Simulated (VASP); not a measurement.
An input for Quantum ESPRESSO's pw.x (written as the equivalent of a VASP run, and not itself run):

```
&CONTROL
  calculation = 'vc-relax'
  pseudo_dir = './pseudo'
  outdir = './out'
  tprnfor = .true.
  tstress = .true.
  nstep = 60
  forc_conv_thr = 0.00078
/
&SYSTEM
  ibrav = 0
  nat = 4
  ntyp = 2
  ecutwfc = 66
  occupations = 'smearing'
  smearing = 'methfessel-paxton'
  degauss = 0.00735
  input_dft = 'pbesol'
/
&ELECTRONS
  conv_thr = 7.3e-08
  electron_maxstep = 100
/
&IONS
/
&CELL
/
ATOMIC_SPECIES
  Zr 91.224 Zr.upf
  Al 26.982 Al.upf
CELL_PARAMETERS angstrom
     1.6549347   -5.4388728    0.0000000
     1.6549347    5.4388728   -0.0000000
     0.0000000    0.0000000    4.2707346
ATOMIC_POSITIONS crystal
  Zr   0.1601203  0.8398797  0.7500000
  Zr   0.8398797  0.1601203  0.2500000
  Al   0.4285612  0.5714388  0.7500000
  Al   0.5714388  0.4285612  0.2500000
K_POINTS automatic
  9 9 7 0 0 0
```

Task: Write the VASP files for the same calculation (PBEsol).

Result: Several could match; the one computed here: 
**INCAR**
```
! general
SYSTEM   =  ZrAl
PREC     =  Accurate
ENCUT    =  400
LREAL    =  .False.
LASPH    =  .True.

! electronic loop
EDIFF    =  1E-6
NELM     =  100
ALGO     =  Normal
LMAXMIX  =  4

! smearing
ISMEAR   =  1
SIGMA    =  0.1

! functional
GGA      =  PS

! ions
IBRION   =  2
NSW      =  60
ISIF     =  3
EDIFFG   =  -0.02

! output
LWAVE    =  .False.
LCHARG   =  .False.
```

POSCAR:
```
ZrAl
1.0
  1.6549347197  -5.4388728183   0.0000000000
  1.6549347197   5.4388728183   0.0000000000
  0.0000000000   0.0000000000   4.2707345695
Zr Al
2 2
direct
  0.1601202690   0.8398797310   0.7500000000
  0.8398797310   0.1601202690   0.2500000000
  0.4285611564   0.5714388436   0.7500000000
  0.5714388436   0.4285611564   0.2500000000
```

**KPOINTS**
```
Automatic mesh
0
Gamma
9 9 7
0 0 0
```

POTCAR, in this order: Zr_sv Al (PBE.64 set). Program: vasp_std.

What does not carry over: the potentials are each code's own (VASP's PAW set, PseudoDojo norm-conserving files in pw.x), so ENCUT and ecutwfc are chosen apart and not converted; conv_thr bounds pw.x's estimated SCF error, while EDIFF bounds the energy change between steps; forc_conv_thr acts on force components and is met together with etot_conv_thr.

The structure comes from a computed database's ZrAl entry (Cmcm); how it stands against other phases isn't given here. This run relaxes it. Symmetry was kept, so distortions that lower it aren't found. The start is the result of an earlier pass.
